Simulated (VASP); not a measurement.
The system is HfAlO.

```
Hf Al O
1.0
     3.71664    0.00000    0.00000
     0.00000    3.71664    0.00000
     0.00000    0.00000    5.25612
Hf Al O
2 2 2
Direct
  0.50000 0.50000 0.25000
  0.50000 0.50000 0.75000
  0.00000 0.00000 0.75000
  0.00000 0.00000 0.25000
  0.00000 0.50000 0.00000
  0.50000 0.00000 0.50000
```

The cell was built by a generator and needn't be a form met in nature.

```yaml
Program: VASP 6.6.1
Task: relaxation of cell and atoms
Functional: PBE
Potentials_or_basis: VASP PAW PBE potentials, release 64 (Hf_pv, Al, O)
Cutoff: 600 eV
k_mesh: 6 × 6 × 4
Occupations: gaussian, width 0.1 eV
Spin: no spin polarisation
```

At the start: pressure 36.4 GPa; volume 12.10 Å³/atom.

Q: Where does the relaxation end?

A: Over 8 steps the energy falls by 280.5 meV/atom and the volume is 15.09 Å³/atom (+24.7 %); space group P4_2/mmc (No. 131, to 0.05 Å).

Step by step:
```csv
step,energy change (eV),largest force (eV/Å),pressure (GPa),volume (Å³)
1,0.0000,0.0000,36.38,72.60
2,-0.9890,0.0000,-12.78,105.46
3,-1.6687,0.0000,-0.21,90.28
4,-1.6683,0.0000,0.26,89.90
5,-1.6797,0.0000,0.42,89.83
6,-1.6825,0.0000,0.58,89.77
7,-1.6825,0.0000,0.59,89.77
8,-1.6832,0.0000,-0.31,90.53
```

Final structure:
```cif
data_structure
_symmetry_space_group_name_H-M 'P 1'
_symmetry_Int_Tables_number 1
_cell_length_a 3.9483
_cell_length_b 3.9483
_cell_length_c 5.8072
_cell_angle_alpha 90.000
_cell_angle_beta 90.000
_cell_angle_gamma 90.000
_cell_volume 90.53
loop_
_atom_site_label
_atom_site_type_symbol
_atom_site_fract_x
_atom_site_fract_y
_atom_site_fract_z
_atom_site_occupancy
Hf1 Hf 0.50000 0.50000 0.25000 1
Hf2 Hf 0.50000 0.50000 0.75000 1
Al1 Al 0.00000 0.00000 0.75000 1
Al2 Al 0.00000 0.00000 0.25000 1
O1 O 0.00000 0.50000 0.00000 1
O2 O 0.50000 0.00000 0.50000 1
```

Caveat: the volume moved by over 15 % at a fixed basis, so the end points are rough.
